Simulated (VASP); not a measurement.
ScPt, 2 atoms in the cell. Symmetry: Pm-3m, No. 221, cubic system. The conventional cell has a = 3.289 Å, b = 3.289 Å, c = 3.289 Å, α = 90.00°, β = 90.00°, γ = 90.00°. Around Sc (site symmetry m-3m) lie 8 Pt at 2.85 Å. Around Pt (site symmetry m-3m) lie 8 Sc at 2.85 Å. The cell comes from a database or a generator and needn't be the stable form of this composition.

| Property | Result |
| --- | --- |
| Program | VASP 6.6.1 |
| Task | relaxation of cell and atoms |
| Functional | r2SCAN |
| Potentials or basis | VASP PAW PBE potentials, release 64 (Sc_sv, Pt) |
| Cutoff | 600 eV |
| k mesh | 12 × 12 × 12 |
| Occupations | gaussian, width 0.1 eV |
| Spin | no spin polarisation |
| Further INCAR settings | ALGO = Normal; EDIFF = 1e-07; IBRION = 2; EDIFFG = -0.005; NSW = 90; ISIF = 3 |

Potentials or basis: VASP PAW PBE potentials, release 64 (Sc_sv, Pt).

Launch:

```sh
$ cat potpaw_PBE.64/Sc_sv/POTCAR potpaw_PBE.64/Pt/POTCAR > POTCAR
$ mpirun -np 1 vasp_std > vasp.out
```

Hardware: 1 thread of Intel(R) Xeon(R) 6975P-C (Granite Rapids), with other jobs on the host.

Q: Estimate the wall time of this run.

A: Wall time 3.2 min on 1 thread of Intel(R) Xeon(R) 6975P-C (Granite Rapids), with other jobs on the host, peak memory 0.22 GiB. Counts: scf iterations 35, k points 84, ion steps 3.
